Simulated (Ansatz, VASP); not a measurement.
# Li (Li(100)) in two plane-wave programs

One calculation is typed for both programs; each brings its own data sets and cutoff. How far apart do they land? Other levels of theory on this material are compared in a session of their own.

Calculated with Ansatz 0.2.0; plane waves, with VASP 6.6.1 beside it; single point at PBE.

### Step 1. The structure

The cell holds 7 atoms: 7 Li. Cell: a = 3.490 Å, b = 3.490 Å, c = 28.470 Å, α = 90.0°, β = 90.0°, γ = 90.0°. Vacuum lies along c.

### Step 2. VASP: single point, PBE

A single point gives forces, pressure and levels at one fixed geometry, so differences don't come from the geometry; what else differs is listed under the comparison.

Lines of VASP's logs that name or quote its potential files are left out, and so is its time.

File INCAR:

```
SYSTEM = Li
PREC = Normal
ENCUT = 350
EDIFF = 1E-06
NELM = 120
ISMEAR = 1
SIGMA = 0.1
LREAL = .FALSE.
ALGO = Normal
GGA = PE
NBANDS = 10
LORBIT = 11
LWAVE = .FALSE.
LCHARG = .FALSE.
KPAR = 4
IDIPOL = 3
LDIPOL = .TRUE.
DIPOL = 0.5 0.5 0.5
LVHAR = .TRUE.
LVACPOTAV = .TRUE.
```

File POSCAR:

```
Li
1.0
    3.4900000000      0.0000000000      0.0000000000
    0.0000000000      3.4900000000      0.0000000000
    0.0000000000      0.0000000000     28.4700000000
Li
7
Direct
    0.0000000000      0.0000000000      0.3161222339
    0.5000000000      0.5000000000      0.3774148226
    0.0000000000      0.0000000000      0.4387074113
    0.5000000000      0.5000000000      0.5000000000
    0.0000000000      0.0000000000      0.5612925887
    0.5000000000      0.5000000000      0.6225851774
    0.0000000000      0.0000000000      0.6838777661
```

File KPOINTS:

```
Automatic mesh
0
Gamma
7 7 1
0 0 0
```

PAW data sets: Li (PBE family, release 64).

Started as:

```console
mpirun -np 4 vasp_std
```

Numbers of over 12 decimals in the logs are rounded to 6 here.

The program printed:

```text
[banner, memory and clock lines left out]
running    4 mpi-ranks, on    1 nodes
 distrk:  each k-point on    1 cores,    4 groups
 distr:  one band on    1 cores,    1 groups

 POSCAR found type information on POSCAR Li
 POSCAR found :  1 types and       7 ions
 LDA part: xc-table for (Slater+PW92), standard interpolation
 POSCAR, INCAR and KPOINTS ok, starting setup
 FFT: planning ... GRIDC
 FFT: planning ... GRID_SOFT
 FFT: planning ... GRID
 WAVECAR not read
 entering main loop
       N       E                     dE             d eps       ncg     rms          rms(c)
DAV:   1    -0.518823816059E+01   -0.51882E+01   -0.13384E+03   200   0.274E+02
DAV:   2    -0.134313329534E+02   -0.82431E+01   -0.80881E+01   306   0.369E+01
DAV:   3    -0.137927759019E+02   -0.36144E+00   -0.33698E+00   246   0.771E+00
DAV:   4    -0.138066881457E+02   -0.13912E-01   -0.13910E-01   322   0.186E+00
DAV:   5    -0.138070370579E+02   -0.34891E-03   -0.34891E-03   300   0.236E-01    0.161E+00
DAV:   6    -0.128929110197E+02    0.91413E+00   -0.10660E+01   240   0.474E+00    0.135E+00
DAV:   7    -0.126622052529E+02    0.23071E+00   -0.19923E+00   252   0.248E+00    0.520E-01
DAV:   8    -0.125816848170E+02    0.80520E-01   -0.10081E+00   218   0.165E+00    0.449E-01
DAV:   9    -0.125985647492E+02   -0.16880E-01   -0.94303E-01   244   0.153E+00    0.286E-01
DAV:  10    -0.125609908432E+02    0.37574E-01   -0.14131E-01   238   0.632E-01    0.809E-02
DAV:  11    -0.125582821353E+02    0.27087E-02   -0.29359E-02   294   0.363E-01    0.627E-02
DAV:  12    -0.125592613776E+02   -0.97924E-03   -0.32360E-03   232   0.218E-01    0.269E-02
DAV:  13    -0.125600402464E+02   -0.77887E-03   -0.10135E-03   242   0.778E-02    0.190E-02
DAV:  14    -0.125606901863E+02   -0.64994E-03   -0.71219E-04   212   0.668E-02    0.655E-03
DAV:  15    -0.125608683751E+02   -0.17819E-03   -0.14084E-04   256   0.317E-02    0.615E-03
DAV:  16    -0.125609190147E+02   -0.50640E-04   -0.84459E-05   250   0.212E-02    0.150E-03
DAV:  17    -0.125609366282E+02   -0.17614E-04   -0.64871E-06   232   0.825E-03    0.143E-03
DAV:  18    -0.125609420057E+02   -0.53776E-05   -0.40336E-06   242   0.448E-03    0.601E-04
DAV:  19    -0.125609574256E+02   -0.15420E-04   -0.16183E-06   204   0.271E-03    0.716E-04
DAV:  20    -0.125609665132E+02   -0.90876E-05   -0.11172E-06   206   0.217E-03    0.151E-04
DAV:  21    -0.125609688846E+02   -0.23714E-05   -0.22945E-07   218   0.933E-04    0.143E-04
DAV:  22    -0.125609693162E+02   -0.43161E-06   -0.77885E-08   172   0.560E-04
|                                                                             |
|           W    W    AA    RRRRR   N    N  II  N    N   GGGG   !!!           |
|           W    W   A  A   R    R  NN   N  II  NN   N  G    G  !!!           |
|           W    W  A    A  R    R  N N  N  II  N N  N  G       !!!           |
|           W WW W  AAAAAA  RRRRR   N  N N  II  N  N N  G  GGG   !            |
|           WW  WW  A    A  R   R   N   NN  II  N   NN  G    G                |
|           W    W  A    A  R    R  N    N  II  N    N   GGGG   !!!           |
|                                                                             |
|     Did not find any points to average over, which means that no vacuum     |
|     field-free region was found. Please increase the size of  your cell     |
|     in the dimension of the dipole correction to obtain accurate            |
|     workfunction values.                                                    |
|                                                                             |

   1 F= -.12560969E+02 E0= -.12562731E+02  d E =0.528655E-02
```

Parts of OUTCAR (step 2):

```text
ion  position               nearest neighbor table
   1  0.000  0.000  0.316-   2 3.02   2 3.02   2 3.02   2 3.02
   2  0.500  0.500  0.377-   1 3.02   3 3.02   1 3.02   3 3.02   1 3.02   3 3.02   1 3.02   3 3.02

  LATTYP: Found a simple tetragonal cell.
 ALAT       =     3.4900000000
 C/A-ratio  =     8.1575931232

 Subroutine GETGRP returns: Found 16 space group operations
 (whereof 16 operations were pure point group operations)

The static configuration has the point symmetry D_4h.

 Found     10 irreducible k-points:

   k-points           NKPTS =     10   k-points in BZ     NKDIM =     10   number of bands    NBANDS=     10

   dimension x,y,z NGX =    16 NGY =   16 NGZ =  140
   dimension x,y,z NGXF=    32 NGYF=   32 NGZF=  280

   ENCUT  =  350.0 eV  25.72 Ry    5.07 a.u.   5.32  5.32 43.43*2*pi/ulx,y,z

   NELECT =       7.0000    total number of electrons

 k-points in reciprocal lattice and weights: Automatic mesh
   0.00000000  0.00000000  0.00000000       0.020
   0.14285714  0.00000000  0.00000000       0.082
   0.28571429  0.00000000  0.00000000       0.082
   0.42857143  0.00000000  0.00000000       0.082
   0.14285714  0.14285714  0.00000000       0.082
   0.28571429  0.14285714  0.00000000       0.163
   0.42857143  0.14285714  0.00000000       0.163
   0.28571429  0.28571429  0.00000000       0.082
   0.42857143  0.28571429  0.00000000       0.163
   0.42857143  0.42857143  0.00000000       0.082

 dipolmoment           0.000000      0.000000     -0.000000 electrons x Angstroem

 average (electrostatic) potential at core
       1 -33.3345       2 -32.5834       3 -32.5336       4 -32.5011       5 -32.5336
       6 -32.5834       7 -33.3345

 E-fermi :  -1.4820

 k-point     1 :       0.0000    0.0000    0.0000
  band No.  band energies     occupation
      1      -4.8884      2.00000
      2      -4.5048      2.00000
      3      -3.7846      2.00000
      4      -2.8354      2.00000
      5      -1.8026      2.00006
      6      -0.7750     -0.00000
      7       0.3474     -0.00000
      8       1.3419      0.00000
      9       1.4545      0.00000
     10       2.4191      0.00000

 k-point     2 :       0.1429    0.0000    0.0000
  band No.  band energies     occupation
      1      -4.6973      2.00000
      2      -4.3139      2.00000
      3      -3.5943      2.00000
      4      -2.6455      2.00000
      5      -1.6117      2.06949
      6      -0.5858     -0.00000
      7       0.5240      0.00000
      8       1.5030      0.00000
      9       1.6657      0.00000
     10       2.2100      0.00000

 k-point     3 :       0.2857    0.0000    0.0000
  band No.  band energies     occupation
      1      -4.1213      2.00000
      2      -3.7412      2.00000
      3      -3.0300      2.00000
      4      -2.1018      2.00000
      5      -1.1250     -0.00001
      6      -0.3184     -0.00000
      7      -0.0585     -0.00000
      8       0.8319      0.00000
      9       0.9730      0.00000
    ...

  Total       -0.9522842     -0.9522842     -0.6271727      0.0000000      0.0000000      0.0000000
  in kB       -4.3998600     -4.3998600     -2.8977402      0.0000000      0.0000000      0.0000000
  external PRESSURE =      -3.8991534 kB  Pullay stress =       0.0000000 kB

  energy-cutoff  :      350.00
  volume of cell :      346.77
      direct lattice vectors                 reciprocal lattice vectors
     3.490000000  0.000000000  0.000000000     0.286532951  0.000000000  0.000000000
     0.000000000  3.490000000  0.000000000     0.000000000  0.286532951  0.000000000
     0.000000000  0.000000000 28.470000000     0.000000000  0.000000000  0.035124693

 POSITION                                       TOTAL-FORCE (eV/Angst)
 -----------------------------------------------------------------------------------
      0.00000      0.00000      9.00000        -0.000000     -0.000000     -0.011639
      1.74500      1.74500     10.74500        -0.000000      0.000000      0.103633
      0.00000      0.00000     12.49000        -0.000000      0.000000      0.006782
      1.74500      1.74500     14.23500        -0.000000     -0.000000     -0.000000
      0.00000      0.00000     15.98000        -0.000000      0.000000     -0.006782
      1.74500      1.74500     17.72500         0.000000     -0.000000     -0.103633
      0.00000      0.00000     19.47000        -0.000000     -0.000000      0.011639
 -----------------------------------------------------------------------------------
    total drift:                               -0.000000     -0.000000     -0.000000

  FREE ENERGIE OF THE ION-ELECTRON SYSTEM (eV)
  ---------------------------------------------------
  free  energy   TOTEN  =       -12.5609693162 eV

  energy  without entropy=      -12.5662558616  energy(sigma->0) =      -12.56273150

 vacuum level on the upper side and lower side of the slab         1.532         1.532

 total charge
# of ion       s       p       d       tot
------------------------------------------
    1        0.105   0.061   0.000   0.166
    2        0.111   0.097   0.000   0.208
    3        0.112   0.093   0.000   0.205
    4        0.111   0.095   0.000   0.206
    5        0.112   0.093   0.000   0.205
    6        0.111   0.097   0.000   0.208
    7        0.105   0.061   0.000   0.166
--------------------------------------------------
tot          0.769   0.596   0.000   1.365

[... 3 further parts left out ...]
```

### Step 3. Ansatz: single point, PBE

Ansatz runs on its default PAW (the set named soft_2) files.

The same cell, functional, mesh and smearing now go to Ansatz, which takes its cutoff from its data sets.

File input.yaml:

```yaml
crystal:
  lattice:
    - [3.49, 0.0, 0.0]
    - [0.0, 3.49, 0.0]
    - [0.0, 0.0, 28.47]
  atoms:
    - { symbol: Li, position: [0.0, 0.0, 0.3161222339] }
    - { symbol: Li, position: [0.5, 0.5, 0.3774148226] }
    - { symbol: Li, position: [0.0, 0.0, 0.4387074113] }
    - { symbol: Li, position: [0.5, 0.5, 0.5] }
    - { symbol: Li, position: [0.0, 0.0, 0.5612925887] }
    - { symbol: Li, position: [0.5, 0.5, 0.6225851774] }
    - { symbol: Li, position: [0.0, 0.0, 0.6838777661] }
hamiltonian:
  xc: pbe
  pseudopotentials: { kind: paw }
kpoints:
  mp_grid: { grid: [7, 7, 1] }
scf:
  occupations: { method: methfessel_paxton, width: 0.1 }
  n_extra_bands: 5
efield:
  axis: 3
  dipole_correction: true
  ramp_width: 0.04
output:
  forces: true
  eigenvalues: true
  write_density: true
  write_potential: true
  elf: true
  volumetric_format: npy
```

Started as:

```console
ansatz run input.yaml --threads 4 --pin off --max-ram 9216MiB --backend cpu --events-out ev --progress --plain --runs-dir out
```

The program printed:

```text
scf.n_extra_bands = 5 over 11 filled bands (N_el = 21.0): the run solves 16 bands
Engine: ansatz 0.2.0, aarch64-unknown-linux-gnu
Pseudopotentials: kind: paw
Pseudopotential: Li, paw, valence charge 3, recommended cutoff 420 eV (normal), Li.paw.azcp
Functional definition: PBE
  parameter kappa = 0.804
  parameter beta = 0.066725
  exchange = pbe_x(kappa = kappa, mu = beta*pi^2/3)
  correlation = pbe_c(beta = beta)
Crystal: 7 atoms, lattice volume = 346.767 Å³
Basis set: ecut = 420 eV, 6699 PW (Γ), exchange–correlation on 48×48×384 points (8 copies of the dense FFT grid, shifted against one another)
Bands: 16, of which v1, the nominal top of the filled ones, is band 11 counted from 1 (10 counted from 0)
Symmetry: 8 space group operations
k-points: 10 of 49
Non-local potential: Li, projectors of the file, l = 0: 3, l = 1: 2, l = 2: 1
PAW form: soft (Blöchl's): semilocal exchange-correlation on the pseudo side does not see the compensation charge
PAW one-centre angular grid: Li, 110 points (default); XC on 64 Gauss nodes
Initial density: superposition of atomic densities (neutral atoms: chi_scale 0, normalization atom), corrected by the library's trained network
Initial wavefunctions: pseudopotential atomic-orbital guess
Functional: x = pbe(κ = 0.804, μ = 0.219515), c = pbe(β = 0.066725)
SCF iter   1: F=—  HF=-1432.071039 eV  |F-HF|=—  |Δ(HF+E_count)|=         —  Δρ=6.11e-4  dr2=1.55e-2  ethr=1.77e-3  p=0.000 e·Å  D=2.56e-15 V/Å  ΔV_dip=-0.00 eV  dr2_dipole=1.43e-9  V_vac-E_F(+/−)=2.84/2.84 eV  ⟨swp⟩=7.9  Hψ=1053  notcnv=0
efield: sawtooth ramp at fractional position 0.9800 (placed from the atoms, in the widest stretch of the axis that holds none; the zero of the levels goes with the place), width 0.0400; the density the first Hamiltonian is built on has a dipole p = 0.000 e·Å; the dipole correction subtracts the counter field D = 2.56e-15 V/Å, which shifts the + side's vacuum level by -0.00 eV against the − side's; the planar-averaged density in the ramp window peaks in size at 6.7e-6 e/Å³
preconditioner: auto → LDOS  [insulator: Δε(μ)=0.140 eV  Ē_g=2.888 eV  σ=0.100 eV  W_gap=0.53  n_scr=14 (ndim 8)  ℏωp=5.3 eV  f_vac=0.474  D(μ)=1.80/eV (n_scr^D=8)  ε∞_Penn≈4.3  β→1.0]
SCF iter   2: F=—  HF=-1432.073198 eV  |F-HF|=—  |Δ(HF+E_count)|=   2.16e-3  S|Δr|=    0.00e0  Δρ=9.16e-4  dr2=9.05e-2  ethr=7.37e-5  p=-0.000 e·Å  D=-6.62e-7 V/Å  ΔV_dip=0.00 eV  dr2_dipole=1.17e-8  V_vac-E_F(+/−)=2.97/2.97 eV  ⟨swp⟩=1.4  Hψ=252  notcnv=0  defer=1
SCF iter   3: F=—  HF=-1432.068736 eV  |F-HF|=—  |Δ(HF+E_count)|=   4.46e-3  S|Δr|=    0.00e0  Δρ=1.62e-4  dr2=2.44e-3  ethr=7.37e-5  p=-0.000 e·Å  D=-1.10e-6 V/Å  ΔV_dip=0.00 eV  dr2_dipole=8.25e-13  V_vac-E_F(+/−)=3.01/3.01 eV  ⟨swp⟩=1.9  Hψ=177  notcnv=0  defer=1
SCF iter   4: F=—  HF=-1432.068707 eV  |F-HF|=—  |Δ(HF+E_count)|=   2.88e-5  S|Δr|=    0.00e0  Δρ=5.84e-5  dr2=2.27e-4  ethr=1.16e-5  p=-0.000 e·Å  D=-1.17e-6 V/Å  ΔV_dip=0.00 eV  dr2_dipole=3.76e-9  V_vac-E_F(+/−)=3.00/3.00 eV  ⟨swp⟩=1.3  Hψ=158  notcnv=0  defer=1
SCF iter   5: F=—  HF=-1432.068694 eV  |F-HF|=—  |Δ(HF+E_count)|=   1.28e-5  S|Δr|=    0.00e0  Δρ=9.63e-6  dr2=5.00e-6  ethr=1.08e-6  p=-0.000 e·Å  D=-1.98e-7 V/Å  ΔV_dip=0.00 eV  dr2_dipole=7.74e-9  V_vac-E_F(+/−)=3.01/3.01 eV  ⟨swp⟩=1.0  Hψ=155  notcnv=0  defer=1
SCF iter   6: F=—  HF=-1432.068641 eV  |F-HF|=—  |Δ(HF+E_count)|=   5.32e-5  S|Δr|=    0.00e0  Δρ=2.61e-6  dr2=4.72e-7  ethr=2.38e-8  p=0.000 e·Å  D=2.96e-7 V/Å  ΔV_dip=-0.00 eV  dr2_dipole=3.29e-8  V_vac-E_F(+/−)=3.01/3.01 eV  ⟨swp⟩=2.0  Hψ=197  notcnv=0
SCF iter   7: F=—  HF=-1432.068641 eV  |F-HF|=—  |Δ(HF+E_count)|=   3.86e-8  S|Δr|=    0.00e0  Δρ=1.13e-6  dr2=2.73e-7  ethr=4.76e-10  p=-0.000 e·Å  D=-1.02e-6 V/Å  ΔV_dip=0.00 eV  dr2_dipole=1.14e-7  V_vac-E_F(+/−)=3.01/3.01 eV  ⟨swp⟩=11.7  Hψ=1024  notcnv=0
SCF iter   8: F=-1432.068641 eV  HF=-1432.068641 eV  |F-HF|=4.44e-10  |Δ(HF+E_count)|=   4.72e-9  S|Δr|=    0.00e0  Δρ=2.88e-7  dr2=1.36e-9  ethr=4.76e-10  p=0.000 e·Å  D=1.82e-7 V/Å  ΔV_dip=-0.00 eV  dr2_dipole=1.86e-10  V_vac-E_F(+/−)=3.01/3.01 eV  ⟨swp⟩=5.8  Hψ=735  notcnv=0
SCF 1 converged in 8 iterations: F = -1432.068641 eV  dr2 = 1.36e-9
  greatest PAW one-centre occupation: 1.000 electrons in one spin orbital (limit 2), on the Li atom at site 6 (counted from 0), in its partial waves of l = 0
WARN: The output density's exchange-correlation potential varies sharply where the density is thin. Do not read a vacuum level from v_tot or v_xc, or from such a field of the output density. On a cell that repeats whose density bears no net charge and no dipole along the vacuum's axis use v_es (v_loc + v_h of the components); under efield.dipole_correction with no amplitude use v_es + v_field, which holds any externa [...]
SCF converged after 8 iterations
Stability not checked: this state was not tested for a lower state beside it, because cold or Methfessel-Paxton smearing, or corrected tetrahedra, fill the levels in a way that the test cannot read (fill_not_monotonic; see scf.lower_state_search)
Free energy (F): -1432.068641 eV
Harris-Foulkes:  -1432.068641 eV  (|F-HF|=4.44e-10)
Internal energy: -1432.073990 eV  (E = F + TS)
E sigma→0 (E₀):  -1432.069978 eV
Entropy (-TS):   0.005349 eV (0.764 meV/atom)
Fermi energy:    -1.226784 eV
Dipole field:    D = -0.000014 V/Å  (p = -0.000026 e·Å, saw-weighted, corrected)
Work function:   Φ+ = 3.0133 eV   Φ− = 3.0129 eV
Levels:          The Fermi level and band energies are counted from a zero that moves with the ramp; work functions are not
--- Per-component energies (eV) ---
  E_band       = -690.942593
  E_kinetic    = 145.906055
  E_local      = -6039.441978  (includes V_loc(G=0)·N_el)
  E_nonlocal   = -232.959898
  E_hartree    = 2806.263564
  E_xc         = -68.859904
  E_vxc        = -88.588477  (∫ρ·V_xc dr)
  E_paw        = -146.978134  (= ΣΔE_a)
  E_vpaw       = -88.385762  (= ΣTr[D̂ρ^β])
  E_aug_tail   = 0.000103  (compensation charges beyond the density's cutoff)
  E_efield     = 0.000000  (sawtooth field / dipole correction)
  E_vefield    = 0.000000  (∫n·V_field dr)
  E_ewald      = 2103.996202
  E_smearing   = 0.005349  (= −TS)
  E_closure    = -0.000000  (closes the sum)
  Σ components = -1432.068641   (vs F -1432.068641, Δ=0.00e0)
--- Forces (eV/Å), atoms counted from 1 ---
  atom   1  Li     0.00000000     0.00000000    -0.00854131
  atom   2  Li     0.00000000     0.00000000     0.10517100
  atom   3  Li     0.00000000     0.00000000     0.00649071
  atom   4  Li     0.00000000     0.00000000    -0.00000136
  atom   5  Li     0.00000000     0.00000000    -0.00648917
  atom   6  Li    -0.00000000     0.00000000    -0.10516525
  atom   7  Li     0.00000000     0.00000000     0.00854028
  max |Σ_I F_I| component: 4.91e-6 eV/Å
--- Band table (eV; the first three rows and the last of 10) ---
  k-point 0: bands = [... 7 lower, -4.6295, -4.2476, -3.5286, -2.5793, -1.5461, -0.5186, 0.6027, 1.5922, ... 1 higher]
  k-point 1: bands = [... 7 lower, -4.4390, -4.0572, -3.3386, -2.3896, -1.3552, -0.3293, 0.7796, 1.7546, ... 1 higher]
  k-point 2: bands = [... 7 lower, -3.8646, -3.4856, -2.7750, -1.8463, -0.8688, -0.0621, 0.1975, 1.0881, ... 1 higher]
  k-point 9: bands = [... 7 lower, -1.3674, -0.9351, -0.7068, -0.2217, -0.1446, 0.6859, 0.8436, 1.6363, ... 1 higher]
```

Run time: 2.5 s. Hardware: 4 threads of Arm Neoverse V1, shared host; peak memory 0.48 GiB.

### Step 4. Differences

Known differences besides the potentials themselves: the data sets hold 21 valence electrons in Ansatz (default PAW (the set named soft_2) files) and 7 in VASP; the cutoff is 420 eV in Ansatz and 350 eV in VASP (PREC = Normal); VASP leaves aspherical gradient terms in its spheres out (LASPH is not set), Ansatz keeps them. Total energies have different zeros and are not compared.

The two programs side by side:

| quantity | Ansatz | VASP | difference |
| --- | --- | --- | --- |
| work function, lower of the two faces (eV) | 3.01 | 3.01 | 0.00 |
| work function, higher of the two faces (eV) | 3.01 | 3.01 | 0.00 |

Forces (eV/Å; atoms numbered as in POSCAR):

| atom | Ansatz x, y, z | VASP x, y, z |
| --- | --- | --- |
| Li1 | 0.000, 0.000, -0.009 | 0.000, 0.000, -0.012 |
| Li2 | 0.000, 0.000, 0.105 | 0.000, 0.000, 0.104 |
| Li3 | 0.000, 0.000, 0.006 | 0.000, 0.000, 0.007 |
| Li4 | 0.000, 0.000, 0.000 | 0.000, 0.000, 0.000 |
| Li5 | 0.000, 0.000, -0.006 | 0.000, 0.000, -0.007 |
| Li6 | 0.000, 0.000, -0.105 | 0.000, 0.000, -0.104 |
| Li7 | 0.000, 0.000, 0.009 | 0.000, 0.000, 0.012 |

The forces differ by 1.1 meV/Å r.m.s., which is 3.3 % of the r.m.s. force of 0.03 eV/Å (both taken over all components). VASP's log warns that it found no field-free region in the vacuum, so its work functions are uncertain.

### Step 5. What came out

- r.m.s. force difference (single point, PBE): 1.1 meV/Å

In words: The r.m.s. force difference is 1.1 meV/Å (single point, PBE), within the 12 meV/Å picked in this series as the mark of a large difference. 3 further runs of this series are not shown here. How closely two codes agree says nothing of how well the functional describes the real material.

[Lines on the potential files, build, host, timing and source positions are cut from VASP's logs without a mark.]

[Logs are printed without paths, hosts, clocks, repeated set-up lines and the standing remarks that a program may print on its own settings, such as how far it seeks lower states.]

[Hosts, paths, dates, database ids (printed as entryN), source tags and the programs' standing remarks are cut or masked in the printed files.]
